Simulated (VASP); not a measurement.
Method: PBE GGA, VASP's PBE PAW potentials (set 64) (plane waves; VASP).

VASP input:

File POSCAR:
```
Ti
1
    1.5174530000    -2.6045350000     0.0000000000
    1.5174530000     2.6045350000     0.0000000000
    0.0000000000     0.0000000000     4.5527490000
Ti
2
Direct
  0.3333330000   0.6666670000   0.2500000000
  0.6736160000   0.3402820000   0.7500000000
```

INCAR:
```
SYSTEM  =  Ti
PREC  =  Accurate; ENCUT  =  400; LREAL  =  .FALSE.
LASPH  =  .TRUE.; NELECT  =  24.02
EDIFF  =  1E-6; NELM  =  100; ALGO  =  Normal
LMAXMIX  =  4
ISMEAR  =  0; SIGMA  =  0.05
GGA  =  PE
ISIF  =  2
LWAVE  =  .FALSE.; LCHARG  =  .FALSE.
```

**KPOINTS**
```
kpoints
0
gamma
  12 12 7
0 0 0
```

POTCAR, in this order: Ti_sv (PBE.64 set). Program: vasp_std.

What VASP printed:

### OUTCAR
```
 ion  position               nearest neighbor table
   1  0.333  0.667  0.250-   2 2.86   2 2.86   2 2.86   2 2.86   2 2.88   2 2.88
   2  0.674  0.340  0.750-   1 2.86   1 2.86   1 2.86   1 2.86   1 2.88   1 2.88
  LATTYP: Found a base centered orthorhombic cell.
 ALAT       =     3.0349060000
 B/A-ratio  =     1.7163859441
 C/A-ratio  =     1.5001285048
 Subroutine PRICEL returns:
 Original cell was already a primitive cell.
 Subroutine GETGRP returns: Found  4 space group operations
The static configuration has the point symmetry C_1 .
 The point group associated with its full space group is C_2h.
The dynamic configuration has the point symmetry C_1 .
 Subroutine INISYM returns: Found  4 space group operations
 Subroutine IBZKPT returns following result:
 Found    296 irreducible k-points:

 Following reciprocal coordinates:
            Coordinates               Weight
  0.000000  0.000000  0.000000      1.000000
  0.083333 -0.000000  0.000000      2.000000
 -0.000000  0.083333  0.000000      2.000000
  0.166667  0.000000  0.000000      2.000000
  0.000000  0.166667  0.000000      2.000000
  0.250000  0.000000  0.000000      2.000000
...
```

### OSZICAR
```
       N       E                     dE             d eps       ncg     rms          rms(c)
DAV:   1     0.227357760139E+03    0.22736E+03   -0.11958E+04  9496   0.158E+03
DAV:   2     0.953936570927E+01   -0.21782E+03   -0.21653E+03  9920   0.454E+02
DAV:   3    -0.165371348382E+02   -0.26077E+02   -0.25892E+02 18624   0.129E+02
DAV:   4    -0.175865198176E+02   -0.10494E+01   -0.10488E+01  9712   0.267E+01
DAV:   5    -0.176436829217E+02   -0.57163E-01   -0.57158E-01 15744   0.436E+00    0.115E+01
DAV:   6    -0.154652623669E+02    0.21784E+01   -0.85857E+00 11368   0.333E+01    0.283E+00
DAV:   7    -0.154507438079E+02    0.14519E-01   -0.75097E-01 14280   0.714E+00    0.200E+00
DAV:   8    -0.154715642993E+02   -0.20820E-01   -0.20071E-01 11240   0.606E+00    0.694E-01
DAV:   9    -0.154624718484E+02    0.90925E-02   -0.52267E-02 11800   0.260E+00    0.453E-02
DAV:  10    -0.154626312050E+02   -0.15936E-03   -0.17187E-03 14920   0.330E-01    0.736E-02
DAV:  11    -0.154626775399E+02   -0.46335E-04   -0.14048E-04 11032   0.967E-02    0.190E-02
DAV:  12    -0.154626684260E+02    0.91139E-05   -0.28690E-05 13032   0.357E-02    0.541E-03
DAV:  13    -0.154626689435E+02   -0.51752E-06   -0.62605E-07  7104   0.932E-03
   1 F= -.15462669E+02 E0= -.15461395E+02  d E =-.254873E-02
```

File OUTCAR:
```
------------------------ aborting loop because EDIFF is reached ----------------------------------------
  FORCE on cell =-STRESS in cart. coord.  units (eV):
  Direction    XX          YY          ZZ          XY          YZ          ZX
  --------------------------------------------------------------------------------------
  Total       -1.2586905     -1.0574187      0.0234605     -0.0611475      0.0000000      0.0000000
  in kB      -56.0377103    -47.0769601      1.0444760     -2.7223241      0.0000000      0.0000000
  external PRESSURE =     -34.0233981 kB  Pullay stress =       0.0000000 kB
  volume of cell :       35.99
      direct lattice vectors                 reciprocal lattice vectors
     1.517453000 -2.604535000  0.000000000     0.329499497 -0.191972847  0.000000000
     1.517453000  2.604535000  0.000000000     0.329499497  0.191972847  0.000000000
     0.000000000  0.000000000  4.552749000     0.000000000  0.000000000  0.219647514
 POSITION                                       TOTAL-FORCE (eV/Angst)
 -----------------------------------------------------------------------------------
      1.51745      0.86818      1.13819         0.035634      0.028301      0.000000
      1.53854     -0.86818      3.41456        -0.035634     -0.028301      0.000000
 -----------------------------------------------------------------------------------
    total drift:                               -0.000024     -0.000040     -0.000000
  FREE ENERGIE OF THE ION-ELECTRON SYSTEM (eV)
  ---------------------------------------------------
  free  energy   TOTEN  =       -15.4626689435 eV

  energy  without entropy=      -15.4601202104  energy(sigma->0) =      -15.46139458
```
(Selected blocks of OUTCAR.)

File OUTCAR:
```
 val. band max:        7.9855362398   @ k =   0.3333   0.4167  -0.2857

 cond. band min:       7.9892337695   @ k =   0.4167   0.2500   0.2857


 Fermi energy:         7.9873429815

 k-point     1 :       0.0000    0.0000    0.0000
  band No.  band energies     occupation
      1     -48.9525      2.00000
      2     -48.8095      2.00000
      3     -25.5448      2.00000
      4     -24.9713      2.00000
      5     -24.9618      2.00000
      6     -24.8542      2.00000
      7     -24.8507      2.00000
      8     -24.8461      2.00000
      9       1.8680      2.00000
     10       5.4003      2.00000
     11       8.6086      0.00000
     12       8.7158      0.00000
     13       9.0999      0.00000
     14       9.1105      0.00000
     15       9.1890      0.00000
     16       9.2639      0.00000

 k-point     2 :       0.0833   -0.0000    0.0000
  band No.  band energies     occupation
      1     -48.9470      2.00000
      2     -48.8085      2.00000
      3     -25.5309      2.00000
      4     -24.9942      2.00000
      5     -24.9707      2.00000
      6     -24.8752      2.00000
      7     -24.8583      2.00000
      8     -24.8518      2.00000
      9       2.0489      2.00000
     10       5.5324      2.00000
     11       8.3608      0.00000
     12       8.6682      0.00000
     13       8.8236      0.00000
     14       9.1056      0.00000
     15       9.1960      0.00000
     16       9.2394      0.00000

 k-point     3 :      -0.0000    0.0833    0.0000
  band No.  band energies     occupation
      1     -48.9471      2.00000
      2     -48.8083      2.00000
      3     -25.5314      2.00000
      4     -24.9894      2.00000
      5     -24.9754      2.00000
      6     -24.8782      2.00000
      7     -24.8579      2.00000
      8     -24.8488      2.00000
      9       2.0487      2.00000
     10       5.5307      2.00000
     11       8.3755      0.00000
     12       8.6562      0.00000
     13       8.8075      0.00000
...
```

The cell is charged, with a uniform compensating background.

The compound is Ti in the hcp structure. The cell was not relaxed at this level, atoms are displaced from their ideal sites. The run is one of a series of settings (ISMEAR = 0, NELECT = 24.02, SIGMA = 0.05 against the base run), some of them coarse on purpose.
